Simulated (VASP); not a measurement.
A convergence study with VASP on CaSe (rock salt): one setting is varied, all else stays as given below, so the limit is that of these other settings. Each run relaxes cell and ions; the cell shown is the tightest run's result.

```xyz
2
Lattice="0.0000 2.9825 2.9825 2.9825 0.0000 2.9825 2.9825 2.9825 0.0000" Properties=species:S:1:pos:R:3 pbc="T T T"
Ca     0.0000     0.0000     0.0000
Se     2.9825     2.9825     2.9825
```

Computed with PBE GGA, VASP's PBE PAW potentials (set 64) (plane waves; VASP). The tightest run used: 550 eV cut-off, 12×12×12 Γ-centred mesh, Gaussian smearing of 0.050 eV, potentials Ca_sv Se.

The reference is 12×12×12 mesh, which took about 70 core-seconds. Costs are core time on shared hosts, one run each; read them as rough ratios.

### Question
Of the settings 2×2×2 mesh; 3×3×3 mesh; 4×4×4 mesh; 5×5×5 mesh; 6×6×6 mesh; 7×7×7 mesh; 8×8×8 mesh; 9×9×9 mesh; 10×10×10 mesh; 11×11×11 mesh; 12×12×12 mesh, which is the lowest that keeps the difference from the reference in relaxed volume (Å³/atom) within 0.1 from there on, and what does it cost?

### Answer
4×4×4 mesh; its cost over the reference is about 1/5.
```csv
setting,difference in relaxed volume (Å³/atom),cost over the reference
2×2×2 mesh,1.620,about 1/7
3×3×3 mesh,0.269,about 1/6
4×4×4 mesh,0.061,about 1/5
5×5×5 mesh,0.016,about 1/4
6×6×6 mesh,0.005,about 1/4
7×7×7 mesh,0.001,about 1/3
8×8×8 mesh,0.001,about 1/2
9×9×9 mesh,0.000,within a factor of 2
10×10×10 mesh,0.000,within a factor of 2
11×11×11 mesh,0.000,within a factor of 2
12×12×12 mesh,0.000,reference
```

Left out are rungs that failed or repeat a setting and relaxations that didn't move; long series are thinned to 24 rows.

The compound is CaSe in the rock salt structure.
